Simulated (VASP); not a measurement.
Data:

```
Ta3Ge
1.0
    0.00000     3.22819     3.22819
    3.22819     0.00000     3.22819
    3.22819     3.22819     0.00000
Ge Ta
1 3
Direct
  0.00000   0.00000   0.00000
  0.50000   0.50000   0.50000
  0.25000   0.25000   0.25000
  0.75000   0.75000   0.75000
```

Method: PBEsol GGA, VASP's PBE PAW potentials (set 64) (plane waves; VASP 6.6.1). Numerical set-up: 400 eV cut-off, Gaussian smearing of 0.050 eV, potentials Ge_d Ta_pv.

Unless said otherwise, spin-orbit coupling is left out, though it shifts the bands of the heavy elements here.

### Question
Estimate the band gap (along the path) with the smallest direct gap where there is one.

### Answer

```yaml
band gap (along the path): none (metal, semimetal or under 0.01 eV)
```

Total energies compare only between runs with the same potentials, cut-off and functional.

The structure was generated: Ta3Ge was put into the D03 type (Fm-3m), which need not be its known phase. It was relaxed first, which changed the volume by -19 %. The electron count is odd and the run is not spin-polarised, which forces a metal.
